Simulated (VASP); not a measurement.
Data:

```
CELL_PARAMETERS angstrom
      1.97421    -3.41943     0.00000
      1.97421     3.41943     0.00000
      0.00000     0.00000     5.14595
ATOMIC_POSITIONS crystal
  Ni 0.00000 0.00000 0.50000
  Ni 0.00000 0.00000 0.00000
  Sb 0.33333 0.66667 0.25000
  Sb 0.66667 0.33333 0.75000
```

These are optB86b-vdW, VASP's PBE PAW potentials (set 64) (plane waves; VASP) values and carry that method's errors. Numerical set-up: 520 eV cut-off, Gaussian smearing of 0.050 eV, potentials Ni Sb.

### Question
Give the energies of bands 5 to 18 at the high-symmetry points, in eV from the Fermi level.

### Answer

| band | Γ | M | K | A | L | H |
|---|---|---|---|---|---|---|
| 5 | -3.86 | -3.44 | -4.32 | -3.10 | -3.21 | -5.03 |
| 6 | -3.10 | -3.13 | -3.12 | -3.10 | -3.21 | -5.03 |
| 7 | -2.52 | -3.12 | -3.12 | -2.76 | -2.79 | -2.71 |
| 8 | -2.52 | -3.08 | -2.64 | -2.76 | -2.79 | -2.71 |
| 9 | -2.08 | -2.83 | -1.97 | -2.06 | -1.94 | -2.03 |
| 10 | -2.08 | -2.13 | -1.96 | -2.06 | -1.94 | -2.03 |
| 11 | -1.32 | -2.06 | -1.96 | -2.06 | -1.89 | -1.98 |
| 12 | -1.32 | -1.83 | -1.59 | -2.06 | -1.89 | -1.98 |
| 13 | -0.04 | -1.57 | -1.35 | 0.20 | -1.78 | -1.40 |
| 14 | 0.59 | -1.38 | -1.35 | 0.20 | -1.78 | -1.40 |
| 15 | 0.59 | -1.31 | -0.58 | 2.04 | 0.21 | -1.27 |
| 16 | 2.44 | -0.40 | -0.58 | 2.04 | 0.21 | -1.27 |
| 17 | 2.44 | 1.12 | 0.62 | 2.04 | 1.65 | 4.18 |
| 18 | 3.17 | 3.47 | 0.62 | 2.04 | 1.65 | 4.18 |

It has no gap at this level: it comes out as a metal or semimetal.

The compound is NiSb in the NiAs type structure. It was relaxed first. The run is not spin-polarised, so no magnetic state was tried.
